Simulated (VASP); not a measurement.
# GaHClF: harmonic vibrations of a molecule

GaHClF, molecule in box, 4 atoms in the cell. PBE, harmonic vibrations; PAW potentials F, Ga_d, Cl, H (PBE set).

## Input

INCAR.step1:
```
SYSTEM = GaHClF
PREC     = Accurate       ! precision mode
ENCUT    = 400            ! plane-wave cutoff, eV
EDIFF    = 1E-8           ! SCF threshold, eV
ISMEAR   = 0              ! smearing method
SIGMA    = 0.01           ! smearing width, eV
ISYM     = 0            
LREAL    = .FALSE.        ! projectors in reciprocal space
LASPH    = .TRUE.         ! aspherical terms in the spheres
NELM     = 100            ! most SCF steps
ALGO     = Normal         ! electronic algorithm
LWAVE    = .FALSE.        ! write WAVECAR
LCHARG   = .FALSE.        ! write CHGCAR
IBRION   = 2              ! ionic algorithm
NSW      = 60             ! ionic steps
ISIF     = 2              ! what is computed and relaxed
EDIFFG   = -0.002         ! ionic threshold
POTIM    = 0.5            ! step
```

INCAR.step2, as INCAR.step1 but for:
```
- IBRION = 2
- NSW = 60
- ISIF = 2
- EDIFFG = -0.002
- POTIM = 0.5
+ IBRION = 5
+ NFREE = 2
+ POTIM = 0.015
+ NSW = 1
```

KPOINTS:
```
k-points
0
Gamma
  1 1 1
```

POSCAR.step1:
```
GaHClF
1.0
   12.0000000000      0.0000000000      0.0000000000
    0.0000000000     13.0000000000      0.0000000000
    0.0000000000      0.0000000000     11.0000000000
F Ga Cl H
1 1 1 1
Direct
    0.3863750000      0.5137346200      0.5376500000
    0.5289583300      0.5209038500      0.5080772700
    0.6157916700      0.3830192300      0.5490500000
    0.5812750000      0.6202115400      0.4571318200
```

Commands (each step's output is kept before the next begins):
```
cat potpaw_PBE.64/F/POTCAR potpaw_PBE.64/Ga_d/POTCAR potpaw_PBE.64/Cl/POTCAR potpaw_PBE.64/H/POTCAR > POTCAR
cp INCAR.step1 INCAR
cp POSCAR.step1 POSCAR
mpirun -np 4 vasp_gam > vasp.out
cp CONTCAR POSCAR
cp INCAR.step2 INCAR
mpirun -np 4 vasp_gam > vasp.out
```

## Result

- Vibrations (cm⁻¹; a negative value is imaginary): 2028, 649, 555, 442, 410, 165
- Zero-point energy (eV): 0.263
- Translations and rotations, which should read zero (cm⁻¹): -29, -15, -7, 2, 6, 17
- Vibrational entropy at 298 K (meV/K): 0.223
- Displaced cells: 24
- Ionic steps, all stages: 41
- Electronic steps, all stages: 744

VASP 6.6.1 took 1106 s on 4 cores (Intel Xeon Platinum 8259CL @ 2.50GHz (Skylake/Cascade Lake)), a shared host.
